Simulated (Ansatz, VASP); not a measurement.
## YVO4 (Wakefieldite-(Y)): VASP beside Ansatz

Wanted: the spread between two codes on one cell, functional and k mesh. The structure shown is the start of the Ansatz relaxation below; VASP solves that cell, so the two are compared at the walk's first step.

Main program and level: Ansatz 0.2.0; plane waves, with VASP 6.6.1 beside it; single point at r2SCAN.

### Step 1. The structure

Symmetry: I4_1/amd, No. 141, tetragonal system. Conventional cell: a = 7.118 Å, b = 7.118 Å, c = 6.289 Å, α = 90.00°, β = 90.00°, γ = 90.00°. Y has 8 O at 2.30 to 2.43 Å nearest. Nearest to V lie 4 O at 1.71 Å. O has 1 V at 1.71 Å and 2 Y at 2.30 to 2.43 Å nearest. Farther neighbours and most contacts between anions are not listed.

As a file:

```cif
data_structure
_symmetry_space_group_name_H-M 'I4_1/amd:1'
_symmetry_Int_Tables_number 141
_cell_length_a 7.1183
_cell_length_b 7.1183
_cell_length_c 6.2893
_cell_angle_alpha 90.000
_cell_angle_beta 90.000
_cell_angle_gamma 90.000
_cell_volume 318.68
loop_
_atom_site_label
_atom_site_type_symbol
_atom_site_symmetry_multiplicity
_atom_site_Wyckoff_symbol
_atom_site_fract_x
_atom_site_fract_y
_atom_site_fract_z
_atom_site_occupancy
Y1 Y 4 a 0.00000 0.50000 0.25000 1
V1 V 4 b 0.00000 0.00000 0.50000 1
O1 O 16 h 0.00000 0.18420 0.32580 1
```

### Step 2. Ansatz: relaxation, r2SCAN

Ansatz runs on its default PAW (the set named soft_2) files.

The two programs are compared at the cell with which this relaxation starts, whose forces are those of its first step.

input.yaml

```yaml
crystal:
  lattice:
    - [-3.55915, 3.55915, 3.14465]
    - [3.55915, -3.55915, 3.14465]
    - [3.55915, 3.55915, -3.14465]
  atoms:
    - { symbol: "Y", position: [0.75, 0.25, 0.5] }
    - { symbol: "Y", position: [0.0, 0.0, 0.0] }
    - { symbol: V, position: [0.5, 0.5, 0.0] }
    - { symbol: V, position: [0.25, 0.75, 0.5] }
    - { symbol: O, position: [0.51, 0.3258, 0.1842] }
    - { symbol: O, position: [0.0758, 0.3916, 0.3158] }
    - { symbol: O, position: [0.1416, 0.3258, 0.8158] }
    - { symbol: O, position: [0.0758, 0.76, 0.6842] }
    - { symbol: O, position: [0.24, 0.9242, 0.3158] }
    - { symbol: O, position: [0.6742, 0.49, 0.8158] }
    - { symbol: O, position: [0.6084, 0.9242, 0.6842] }
    - { symbol: O, position: [0.6742, 0.8584, 0.1842] }
kpoints:
  mp_grid: { grid: [6, 6, 6] }
hamiltonian:
  xc: r2scan
scf:
  occupations: { method: fermi_dirac, width: 0.02 }
relax:
  f_tol: 0.003
  max_steps: 90
  cell: { p_target: 0.91, stress_tol: 0.01 }
basis:
  ecutwfc: 650.0
output:
  write_density: true
  write_potential: true
  elf: true
  volumetric_format: npy
```

On the command line:

```
$ ansatz run input.yaml --threads 3 --pin off --max-ram 92160MiB --backend cuda --events-out ev --progress --plain --runs-dir out --devices 1 --max-vram 13GiB
```

Numbers of over 12 decimals in the logs are rounded to 6 here.

Log:

```text
GPUs: using 1 of 1 available (devices: 1).
Engine: ansatz 0.2.0, x86_64-unknown-linux-gnu
Pseudopotentials: kind: paw
Pseudopotential: Y, paw, valence charge 11, recommended cutoff 500 eV (meta_gga), Y.paw.azcp
Pseudopotential: V, paw, valence charge 13, recommended cutoff 500 eV (meta_gga), V.paw.azcp
Pseudopotential: O, paw, valence charge 6, recommended cutoff 500 eV (meta_gga), O.paw.azcp
Functional definition: r2SCAN
  parameter k0 = 0.174
  parameter k1 = 0.065
  parameter a1 = 4.9479
  exchange = r2scan_x(k0 = k0, k1 = k1, a1 = a1)
  correlation = r2scan_c
device memory: the entry about to start is reckoned to put 4.2 GiB on a device that reports 35.1 GiB free (of which the cap on the GPU budget leaves the run 13.0 GiB)
GPU FFT provider: cuFFT
GPU libraries: cuBLAS 13.8.2, cuFFT 12.4.0, cuSOLVER 12.3.4
Crystal: 12 atoms, lattice volume = 159.340 Å³
Basis set: ecut = 650 eV, 6025 PW (Γ), exchange–correlation on 200×200×200 points (64 copies of the dense FFT grid, shifted against one another)
Bands: 60, of which v1, the nominal top of the filled ones, is band 48 counted from 1 (47 counted from 0)
Symmetry: 16 space group operations
Space group: I41/amd (ITA 141), of the structure as read, at distance tolerance 5.4e-5 Å
k-points: 30 of 216
Non-local potential: Y, projectors of the file, l = 0: 3, l = 1: 2, l = 2: 2, l = 3: 1
Non-local potential: V, projectors of the file, l = 0: 3, l = 1: 2, l = 2: 3, l = 3: 1
Non-local potential: O, projectors of the file, l = 0: 2, l = 1: 2, l = 2: 1
PAW form: soft (Blöchl's): semilocal exchange-correlation on the pseudo side does not see the compensation charge
PAW frozen core: Y, regenerated for the run's functional (the file was generated under x = pbe(κ = 0.804, μ = 0.219515), c = pbe(β = 0.066725))
PAW frozen core: V, regenerated for the run's functional (the file was generated under x = pbe(κ = 0.804, μ = 0.219515), c = pbe(β = 0.066725))
PAW frozen core: O, regenerated for the run's functional (the file was generated under x = pbe(κ = 0.804, μ = 0.219515), c = pbe(β = 0.066725))
PAW one-centre angular grid: Y, 590 points (default); XC on 160 Gauss nodes
PAW one-centre angular grid: V, 590 points (default); XC on 160 Gauss nodes
PAW one-centre angular grid: O, 302 points (default); XC on 160 Gauss nodes
Initial density: superposition of atomic densities (neutral atoms: chi_scale 0, normalization atom), corrected by the library's trained network
Initial wavefunctions: pseudopotential atomic-orbital guess
GPU buffer pool allocated for 125000 grid points (all kernels)
GPU transforms: local potential and band sums: pruned to the plane-wave sphere, on 50×50×50
Functional: x = r2scan, c = r2scan; τ floored in thin density (d = 2e-4 eV/Å³)
SCF iter   1: F=—  HF=-18120.991135 eV  |F-HF|=—  |Δ(HF+E_count)|=         —  Δρ=2.55e-2  dr2=1.29e0  dr2_τ=7.32e-1  ethr=1.77e-3  ⟨swp⟩=5.4  Hψ=6093  notcnv=0
preconditioner: auto → Resta (q_TF=auto, 2.507 Å⁻¹)  ε∞=4.4  [insulator: Δε(μ)=3.796 eV  Ē_g=13.904 eV  σ=0.020 eV  W_gap=1.00  n_scr=46 (ndim 8)  ℏωp=25.6 eV  f_vac=0.071  D(μ)=0.00/eV (n_scr^D=0)  ε∞_Penn≈4.4]
SCF iter   2: F=—  HF=-18121.197939 eV  |F-HF|=—  |Δ(HF+E_count)|=   2.07e-1  Δρ=2.61e-2  dr2=1.17e0  dr2_τ=1.11e-1  ethr=1.34e-3  ⟨swp⟩=3.0  Hψ=3610  notcnv=0  defer=233
SCF iter   3: F=—  HF=-18121.054440 eV  |F-HF|=—  |Δ(HF+E_count)|=   1.43e-1  Δρ=4.37e-3  dr2=2.06e-2  dr2_τ=1.05e-3  ethr=1.22e-3  ⟨swp⟩=2.0  Hψ=2396  notcnv=0  defer=233
SCF iter   4: F=—  HF=-18121.055473 eV  |F-HF|=—  |Δ(HF+E_count)|=   1.03e-3  Δρ=3.71e-3  dr2=2.58e-2  dr2_τ=1.15e-3  ethr=2.15e-5  ⟨swp⟩=2.0  Hψ=3098  notcnv=0  defer=233
SCF iter   5: F=—  HF=-18121.052581 eV  |F-HF|=—  |Δ(HF+E_count)|=   2.89e-3  Δρ=4.97e-4  dr2=4.09e-4  dr2_τ=1.33e-5  ethr=2.15e-5  ⟨swp⟩=2.0  Hψ=2396  notcnv=0  defer=233
SCF iter   6: F=—  HF=-18121.052019 eV  |F-HF|=—  |Δ(HF+E_count)|=   5.62e-4  Δρ=3.12e-4  dr2=2.00e-4  dr2_τ=6.34e-6  ethr=4.26e-7  ⟨swp⟩=2.0  Hψ=2728  notcnv=0  defer=233
SCF iter   7: F=—  HF=-18121.052157 eV  |F-HF|=—  |Δ(HF+E_count)|=   1.38e-4  Δρ=1.21e-4  dr2=3.06e-5  dr2_τ=3.76e-7  ethr=2.08e-7  ⟨swp⟩=2.0  Hψ=1819  notcnv=0  defer=233
SCF iter   8: F=—  HF=-18121.052216 eV  |F-HF|=—  |Δ(HF+E_count)|=   5.82e-5  Δρ=1.47e-5  dr2=4.60e-7  dr2_τ=5.40e-9  ethr=3.19e-8  ⟨swp⟩=1.0  Hψ=1800  notcnv=0  defer=233
SCF iter   9: F=-18121.052215 eV  HF=-18121.052215 eV  |F-HF|=3.05e-8  |Δ(HF+E_count)|=   3.87e-8  Δρ=4.26e-6  dr2=3.65e-8  dr2_τ=7.53e-10  ethr=1.04e-10  ⟨swp⟩=10.2  Hψ=16547  notcnv=0
SCF 1 converged in 9 iterations: F = -18121.052215 eV  dr2 = 3.65e-8
  Residual-converged pass: ⟨swp⟩=1.1  Hψ=1966  notcnv=0  max |occ|·‖R‖ = 7.0e-9 eV (tolerance 1.0e-8 eV)  dr2=3.65e-8  dr2_τ=7.53e-10  dr2_onsite=3.33e-9  max |Δocc| = 0.0e0
  greatest PAW one-centre occupation: 1.000 electrons in one spin orbital (limit 2), on the V atom at site 3 (counted from 0), in its partial waves of l = 0
[...]
SCF iter   4: F=—  HF=-18121.051637 eV  |F-HF|=—  |Δ(HF+E_count)|=   6.19e-8  Δρ=3.79e-6  dr2=1.67e-8  dr2_τ=3.07e-9  ethr=4.76e-10  ⟨swp⟩=2.6  Hψ=2703  notcnv=0
SCF iter   5: F=—  HF=-18121.051637 eV  |F-HF|=—  |Δ(HF+E_count)|=   5.57e-9  Δρ=1.76e-6  dr2=2.77e-9  dr2_τ=2.38e-10  ethr=1.74e-11  ⟨swp⟩=2.2  Hψ=2855  notcnv=0
SCF iter   6: F=-18121.051637 eV  HF=-18121.051637 eV  |F-HF|=3.64e-11  |Δ(HF+E_count)|=   1.70e-9  Δρ=2.82e-7  dr2=6.46e-11  dr2_τ=6.06e-12  ethr=1.19e-12  ⟨swp⟩=6.8  Hψ=8550  notcnv=0
SCF 5 converged in 6 iterations: F = -18121.051637 eV  dr2 = 6.46e-11
relax step   5: F+E_penalty+E_count = -18121.05163677 eV  Δ(F+E_penalty+E_count) = +6.925e-6 eV  max|allowed force component| = 1.108e-3 eV/Å  Δτ_max = 0.0003 Å  P = +0.914 GPa  Ω = 158.589 Å³  energy of the carried Pulay correction = +2.538e-4 eV  (6 SCF iters, dr2 threshold 1.14e-9 eV, accepted)
device memory: the entry about to start is reckoned to put 4.2 GiB on a device that reports 35.0 GiB free (of which the cap on the GPU budget leaves the run 13.0 GiB)
GPU FFT provider: cuFFT
GPU libraries: cuBLAS 13.8.2, cuFFT 12.4.0, cuSOLVER 12.3.4
Initial wavefunctions: pseudopotential atomic-orbital guess (no wavefunctions were taken with the density)
GPU buffer pool allocated for 125000 grid points (all kernels)
GPU transforms: local potential and band sums: pruned to the plane-wave sphere, on 50×50×50
iter 1 solved again at ethr=5.34e-8 eV; its pass at ethr=3.10e-3 eV (dr2=5.13e-5 eV) is discarded
SCF iter   1: F=—  HF=-18121.051169 eV  |F-HF|=—  |Δ(HF+E_count)|=         —  Δρ=9.79e-6  dr2=1.10e-8  dr2_τ=1.28e-7  ethr=5.34e-8  ⟨swp⟩=3.4  Hψ=11349  notcnv=0
SCF iter   2: F=—  HF=-18121.051389 eV  |F-HF|=—  |Δ(HF+E_count)|=   2.19e-4  Δρ=5.20e-6  dr2=3.47e-9  dr2_τ=8.60e-9  ethr=1.14e-11  ⟨swp⟩=3.0  Hψ=3474  notcnv=0
SCF iter   3: F=—  HF=-18121.051389 eV  |F-HF|=—  |Δ(HF+E_count)|=   1.50e-8  Δρ=1.47e-6  dr2=2.87e-9  dr2_τ=4.43e-10  ethr=3.61e-12  ⟨swp⟩=2.0  Hψ=2760  notcnv=0
SCF iter   4: F=—  HF=-18121.051389 eV  |F-HF|=—  |Δ(HF+E_count)|=  2.62e-10  Δρ=4.01e-7  dr2=2.62e-10  dr2_τ=4.81e-11  ethr=2.99e-12  ⟨swp⟩=2.1  Hψ=2370  notcnv=0
SCF iter   5: F=—  HF=-18121.051389 eV  |F-HF|=—  |Δ(HF+E_count)|=  2.18e-11  Δρ=1.02e-7  dr2=7.73e-12  dr2_τ=3.03e-12  ethr=1.00e-12  ⟨swp⟩=1.0  Hψ=1800  notcnv=0
SCF iter   6: F=-18121.051389 eV  HF=-18121.051389 eV  |F-HF|=0.00e0  |Δ(HF+E_count)|=  7.28e-12  Δρ=4.44e-8  dr2=1.39e-12  dr2_τ=3.02e-13  ethr=1.00e-12  ⟨swp⟩=5.4  Hψ=6617  notcnv=0
SCF 6 converged in 6 iterations: F = -18121.051389 eV  dr2 = 1.39e-12
relax step   6: F+E_penalty+E_count = -18121.05138863 eV  Δ(F+E_penalty+E_count) = +2.481e-4 eV  max|allowed force component| = 1.087e-3 eV/Å  Δτ_max = 0.0000 Å  P = +0.913 GPa  Ω = 158.589 Å³  stress off target by 4.35e-3 GPa  SCF on the basis re-selected at this cell (its energy is not comparable with the rows above)  (6 SCF iters)
basis re-selected at this cell: Δ(F+E_penalty+E_count) = +2.481e-4 eV, ΔP = -0.001 GPa vs the last step (what re-selecting the basis moved, of the pressure what is left beyond the Pulay correction that the steps carried, after the strain that the cell walked since its last selection, with what the two solves' SCF thresholds leave and, on support functions, any second-order correction that the steps lacked; it is no m [...]
SCF converged after 6 iterations
Free energy (F): -18121.051389 eV
Harris-Foulkes:  -18121.051389 eV  (|F-HF|=0.00e0)
Internal energy: -18121.051389 eV  (E = F + TS)
E sigma→0 (E₀):  -18121.051389 eV
Fermi energy:    7.648195 eV
--- Per-component energies (eV) ---
  E_band       = -938.571002
  E_kinetic    = 2695.696943
  E_local      = -7282.229078  (includes V_loc(G=0)·N_el)
  E_nonlocal   = 373.300878
  E_hartree    = 2814.158320
  E_xc         = -1180.940109
  E_vxc        = -1666.344152  (∫ρ·V_xc dr)
  E_paw        = -9198.574305  (= ΣΔE_a)
  E_vpaw       = -792.496168  (= ΣTr[D̂ρ^β])
  E_aug_tail   = 0.003702  (compensation charges beyond the density's cutoff)
  E_vtau       = 105.180224  (kinetic-family band-sum trace: ∫τ·v_τ [+ j·A + Jᵃ·Aᵃ] dr)
  E_ewald      = -6341.372744
  E_core_change = -1.094996  (= ΣΔE_core)
  E_smearing   = -0.000000  (= −TS)
  E_closure    = 0.000000  (closes the sum)
  Σ components = -18121.051389   (vs F -18121.051389, Δ=0.00e0)
--- Forces (eV/Å), atoms counted from 1 ---
  atom   1  Y      0.00000000    -0.00000000     0.00000000
  atom   2  Y      0.00000000    -0.00000000     0.00000000
  atom   3  V      0.00000000    -0.00000000     0.00000000
  atom   4  V      0.00000000     0.00000000     0.00000000
  atom   5  O      0.00000000     0.00054139     0.00108736
  atom   6  O     -0.00054139     0.00000000     0.00108736
  atom   7  O     -0.00000000    -0.00054139     0.00108736
  atom   8  O      0.00054139    -0.00000000     0.00108736
  atom   9  O      0.00000000    -0.00054139    -0.00108736
  atom  10  O     -0.00054139    -0.00000000    -0.00108736
  atom  11  O      0.00000000     0.00054139    -0.00108736
  atom  12  O      0.00054139    -0.00000000    -0.00108736
  max |Σ_I F_I| component: 1.05e-17 eV/Å
--- Stress (GPa, compression-positive) ---
        0.914346       0.000000      -0.000000
        0.000000       0.914346      -0.000000
        0.000000       0.000000       0.909420
  P = ⅓ Tr σ = 0.9127 GPa (9.127 kbar)
--- Band table (eV; the first three rows and the last of 30) ---
  k-point 0: bands = [... 44 lower, 5.5604, 5.5684, 5.5684, 5.9596, 9.3073, 10.0421, 10.2483, 10.2626, ... 8 higher]
  k-point 1: bands = [... 44 lower, 5.4777, 5.5060, 5.5778, 5.9002, 9.4272, 10.0416, 10.1977, 10.3039, ... 8 higher]
  k-point 2: bands = [... 44 lower, 5.2741, 5.3665, 5.5689, 5.7406, 9.7275, 10.0515, 10.1004, 10.3293, ... 8 higher]
  k-point 29: bands = [... 44 lower, 5.1385, 5.1385, 5.3979, 5.3979, 10.0684, 10.0684, 10.3159, 10.3159, ... 8 higher]
--- Relaxed structure (5 steps of the walk, 5 accepted, 1 SCFs on fresh bases) ---
  F+E_penalty+E_count = -18121.05138863 eV   max|allowed force component| = 1.087e-3 eV/Å   (the final SCF, on the basis selected at the relaxed cell)
  cell:  # Å, volume = 158.5887 Å³
    - [-3.554712, 3.554712, 3.137641]
    - [3.554712, -3.554712, 3.137641]
    - [3.554712, 3.554712, -3.137641]
  atoms:
    - { symbol: Y, position: [0.75, 0.250000, 0.500000] }
    - { symbol: Y, position: [0, 0, 0] }
    - { symbol: V, position: [0.5, 0.5, 0] }
    - { symbol: V, position: [0.250000, 0.75, 0.500000] }
    - { symbol: O, position: [0.510672, 0.326314, 0.184358] }
    - { symbol: O, position: [0.076314, 0.391957, 0.315642] }
    - { symbol: O, position: [0.141957, 0.326314, 0.815642] }
    - { symbol: O, position: [0.076314, 0.760672, 0.684358] }
    - { symbol: O, position: [0.239328, 0.923686, 0.315642] }
    - { symbol: O, position: [0.673686, 0.489328, 0.815642] }
    - { symbol: O, position: [0.608043, 0.923686, 0.684358] }
    - { symbol: O, position: [0.673686, 0.858043, 0.184358] }
```

(Part 1 of 2 ends here.)

[Lines on the potential files, build, host, timing and source positions are cut from VASP's logs without a mark.]

[Logs are printed without paths, hosts, clocks, repeated set-up lines and the standing remarks that a program may print on its own settings, such as how far it seeks lower states.]

[Hosts, paths, dates, database ids (printed as entryN), source tags and the programs' standing remarks are cut or masked in the printed files.]
